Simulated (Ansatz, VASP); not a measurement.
# CuRh2 (Rh-Cu-Rh stack, (111) layers) in two plane-wave programs, part 2 of 2

One calculation is typed for both programs; each brings its own data sets. How far apart do they land? Of the first pair: The structure shown is the start of the Ansatz relaxation below; VASP solves that cell, so the two are compared at the walk's first step.

VASP 6.6.1 and Ansatz 0.2.0.

So far. Step 6 (Ansatz: relaxation, LDA): This is the run of step 2 again, met here at its other cell.

**7. VASP: single point, LDA, relaxed cell, pair 2**

Level of this step: LDA; plane waves and PAW (Rh_pv, Cu) (VASP).

The same cell, functional (in two slightly different forms), mesh and smearing now go to VASP, with its own data sets.

INCAR

```
SYSTEM = CuRh2
PREC = Accurate
ENCUT = 520
EDIFF = 1E-06
NELM = 120
ISMEAR = 1
SIGMA = 0.2
LREAL = .FALSE.
ALGO = Normal
GGA = CA
NBANDS = 26
LASPH = .TRUE.
LORBIT = 11
LWAVE = .FALSE.
LCHARG = .FALSE.
ISIF = 2
LDIPOL = .TRUE.
IDIPOL = 3
DIPOL = 0.5 0.5 0.236
LVHAR = .TRUE.
GGA_COMPAT = .FALSE.
NELMDL = -8
```

POSCAR

```
CuRh2
1.0
    2.5550780607      0.0000000000      0.0000000000
   -1.2775390304      2.2127625092      0.0000000000
    0.0000000000      0.0000000000     32.1369381666
Rh Cu
2 1
Direct
    0.0000000000      0.0000000000      0.1704894993
    0.6666666667      0.3333333333      0.3015053722
    0.3333333333      0.6666666667      0.2359974357
```

KPOINTS

```
Automatic mesh
0
Gamma
12 12 1
0 0 0
```

PAW data sets: Rh_pv and Cu (LDA family, release 64).

On the command line:

```console
$ mpirun -np 1 vasp_std
```

Numbers of over 12 decimals in the logs are rounded to 6 here.

Log:

```text
[... set-up lines as in an earlier step ...]
 entering main loop
       N       E                     dE             d eps       ncg     rms          rms(c)
DAV:   1     0.358010586652E+03    0.35801E+03   -0.22742E+04  1292   0.145E+03
DAV:   2    -0.113279543592E+01   -0.35914E+03   -0.34834E+03  1094   0.392E+02
DAV:   3    -0.214627314236E+02   -0.20330E+02   -0.19360E+02  1294   0.107E+02
DAV:   4    -0.223600797217E+02   -0.89735E+00   -0.85247E+00  1162   0.199E+01
[...]
DAV:  25    -0.200408647422E+02   -0.25743E-05   -0.17523E-07   670   0.927E-03    0.203E-03
DAV:  26    -0.200408663112E+02   -0.15690E-05   -0.44441E-07   670   0.221E-02    0.814E-04
DAV:  27    -0.200408670056E+02   -0.69440E-06   -0.46701E-08   592   0.454E-03
   1 F= -.20040867E+02 E0= -.20035441E+02  d E =-.162790E-01
```

OUTCAR, selected parts (step 7):

```text
  Total        0.1727659      0.1727659      0.1451664     -0.0000000      0.0000000     -0.0000000
  in kB        1.5234394      1.5234394      1.2800687     -0.0000000      0.0000000     -0.0000000
  external PRESSURE =       1.4423159 kB  Pullay stress =       0.0000000 kB

 POSITION                                       TOTAL-FORCE (eV/Angst)
 -----------------------------------------------------------------------------------
      0.00000      0.00000      5.47901        -0.000000      0.000000     -0.040229
      1.27754      0.73759      9.68946        -0.000000     -0.000000      0.040229
     -0.00000      1.47518      7.58423         0.000000     -0.000000     -0.000000
 -----------------------------------------------------------------------------------
    total drift:                                0.000000      0.000000      0.000546

  FREE ENERGIE OF THE ION-ELECTRON SYSTEM (eV)
  ---------------------------------------------------
  free  energy   TOTEN  =       -20.0408670056 eV

  energy  without entropy=      -20.0245880428  energy(sigma->0) =      -20.03544068

[... 1 part as in an earlier step ...]

[... 2 further parts left out ...]
[key lines of the parts left out:]
E-fermi :  -2.3005
```

The run ends at a pressure of 0.14 GPa, with forces up to 0.040 eV/Å.

**8. Side by side**

What differs besides the data sets and the points named for the pairs above, as far as they apply: the data sets hold 53 valence electrons in Ansatz (on its PAW soft_1 files) and 41 in VASP. Total energies have different zeros and are not compared.

The largest component of a force difference here is 40 meV/Å. Where the cell holds vacuum, a pressure given here is an average over it and none of the material.

**9. Ansatz: relaxation, LDA**

The two programs are compared at the cell with which this relaxation starts, whose forces are those of its first step.

The structure compared here is the start of the Ansatz relaxation; VASP solves that cell, so the two are compared at the walk's first step.

input.yaml

```yaml
crystal:
  lattice:
    - [2.55266, 0.0, 0.0]
    - [-1.27633, 2.21066, 0.0]
    - [0.0, 0.0, 15.16847]
  atoms:
    - { symbol: Rh, position: [0.0, 0.0, 0.36259428] }
    - { symbol: Cu, position: [0.33333333, 0.66666667, 0.5] }
    - { symbol: Rh, position: [0.66666667, 0.33333333, 0.63740572] }
  periodic: [true, true, false]
kpoints:
  mp_grid: { grid: [15, 15, 1] }
hamiltonian:
  xc: lda
  pseudopotentials: { kind: paw, azcp: { folder: soft_1 }, xc_functional: pbe }
scf:
  occupations: { method: gaussian, width: 0.1 }
output:
  forces: true
  stress: true
  eigenvalues: true
relax:
  adjacent_minimum: "off"
  f_tol: 0.005
  max_steps: 80
  cell: { stress_2d_tol: 0.02 }
```

On the command line:

```console
$ ansatz run input.yaml --threads 4 --pin off --max-ram 12288MiB --backend cpu --events-out ev --progress --plain --runs-dir out
```

Log:

```text
[...]
--- Relaxed structure (5 steps of the walk, 5 accepted, 2 SCFs on fresh bases) ---
[...]
cell:  # Å, volume = 181.9585 Å³
    - [2.556929, 0.0, 0]
    - [-1.278464, 2.214365, 0]
    - [0, 0, 32.136938]
  atoms:
    - { symbol: Rh, position: [-8.317127768237321e-19, 0, 0.170627] }
    - { symbol: Cu, position: [0.333333, 0.666667, 0.235997] }
    - { symbol: Rh, position: [0.666667, 0.333333, 0.301368] }
[key lines of the parts left out:]
SCF converged after 10 iterations
Free energy (F): -19111.038304 eV
Fermi energy:    -5.783858 eV
P = ½ c Tr σ = -0.0005 N/m
```

**10. VASP: single point, LDA, start cell, pair 3**

The same cell, functional (in two slightly different forms), mesh and smearing now go to VASP, with its own data sets.

Changes to INCAR since step 7:

```diff
@@ -5,4 +5,4 @@
 NELM = 120
-ISMEAR = 1
-SIGMA = 0.2
+ISMEAR = 0
+SIGMA = 0.1
 LREAL = .FALSE.
```

POSCAR

```
CuRh2
1.0
    2.5526550000      0.0000000000      0.0000000000
   -1.2763280000      2.2106640000      0.0000000000
    0.0000000000      0.0000000000     32.1369380000
Rh Cu
2 1
Direct
    0.0000000000      0.0000000000      0.1711426272
    0.6666669278      0.3333333333      0.3008522467
    0.3333334639      0.6666666667      0.2359974370
```

KPOINTS

```
Automatic mesh
0
Gamma
15 15 1
0 0 0
```

On the command line:

```console
$ mpirun -np 1 vasp_std
```

Log:

```text
[... set-up lines as in an earlier step ...]
 entering main loop
       N       E                     dE             d eps       ncg     rms          rms(c)
DAV:   1     0.358444393386E+03    0.35844E+03   -0.22607E+04  1836   0.144E+03
DAV:   2    -0.211009738183E+01   -0.36055E+03   -0.34977E+03  1594   0.393E+02
DAV:   3    -0.215479143382E+02   -0.19438E+02   -0.18507E+02  1786   0.103E+02
DAV:   4    -0.223904951578E+02   -0.84258E+00   -0.81775E+00  1650   0.200E+01
[...]
DAV:  26    -0.200344825852E+02   -0.23419E-05   -0.14058E-07   946   0.283E-03    0.486E-04
DAV:  27    -0.200344837847E+02   -0.11995E-05   -0.11686E-07   950   0.964E-03    0.732E-04
DAV:  28    -0.200344843267E+02   -0.54205E-06   -0.52297E-08   828   0.731E-03
   1 F= -.20034484E+02 E0= -.20017208E+02  d E =-.345525E-01
```

From OUTCAR (step 10):

```text
  Total        0.6777731      0.6777730      0.7067620     -0.0000002      0.0000000      0.0000000
  in kB        5.9879137      5.9879133      6.2440222     -0.0000014      0.0000000      0.0000000
  external PRESSURE =       6.0732831 kB  Pullay stress =       0.0000000 kB

 POSITION                                       TOTAL-FORCE (eV/Angst)
 -----------------------------------------------------------------------------------
      0.00000      0.00000      5.50000        -0.000000      0.000000     -0.176204
      1.27633      0.73689      9.66847         0.000000      0.000000      0.176204
     -0.00000      1.47378      7.58424         0.000000      0.000000     -0.000000
 -----------------------------------------------------------------------------------
    total drift:                               -0.000675     -0.000000      0.000092

  FREE ENERGIE OF THE ION-ELECTRON SYSTEM (eV)
  ---------------------------------------------------
  free  energy   TOTEN  =       -20.0344843267 eV

  energy  without entropy=      -19.9999317771  energy(sigma->0) =      -20.01720805

[... 3 further parts left out ...]
[key lines of the parts left out:]
E-fermi :  -2.3131
```

The run ends at a pressure of 0.61 GPa, with forces up to 0.18 eV/Å.

**11. Comparison**

What differs besides the data sets and the points named for the pairs above, as far as they apply: the data sets hold 53 valence electrons in Ansatz (on its PAW soft_1 files) and 41 in VASP. Total energies have different zeros and are not compared.

Forces (eV/Å; atoms numbered as in POSCAR):

```tsv
atom	Ansatz x, y, z	VASP x, y, z
Rh1	0.000, 0.000, -0.134	0.000, 0.000, -0.176
Rh2	0.000, 0.000, 0.134	0.000, 0.000, 0.176
Cu3	0.000, 0.000, 0.000	0.000, 0.000, 0.000
```

The forces differ by 20 meV/Å r.m.s., which is 23.8 % of the r.m.s. force of 0.083 eV/Å (both taken over all components). Where the cell holds vacuum, a pressure given here is an average over it and none of the material.

**12. What came out**

```
r.m.s. force difference (single point, LDA, start cell, pair 1)   : 19 meV/Å
r.m.s. force difference (single point, LDA, relaxed cell, pair 2) : 19 meV/Å
r.m.s. force difference (single point, LDA, start cell, pair 3)   : 20 meV/Å
```

**Reading.** The r.m.s. force difference is 20 meV/Å (single point, LDA, start cell, pair 3), beyond the 12 meV/Å picked in this series as the mark of a large difference. The data sets hold unlike numbers of valence electrons (53 in Ansatz and 41 in VASP), so part of the differences may come from the potentials. For single point, LDA, start cell, pair 1, no further run moves any of the tabulated differences by more than a quarter of its size. What causes the difference of the single point, LDA, relaxed cell, pair 2 pair stays open here. What causes the difference of the single point, LDA, start cell, pair 3 pair stays open here. 1 further pair of this series is not shown here. Such differences can come from data sets, numerical settings and the points named under the comparisons, not from the functional's error against experiment.

[Lines on the potential files, build, host, timing and source positions are cut from VASP's logs without a mark.]

[Logs are printed without paths, hosts, clocks, repeated set-up lines and the standing remarks that a program may print on its own settings, such as how far it seeks lower states.]

[Hosts, paths, dates, database ids (printed as entryN), source tags and the programs' standing remarks are cut or masked in the printed files.]
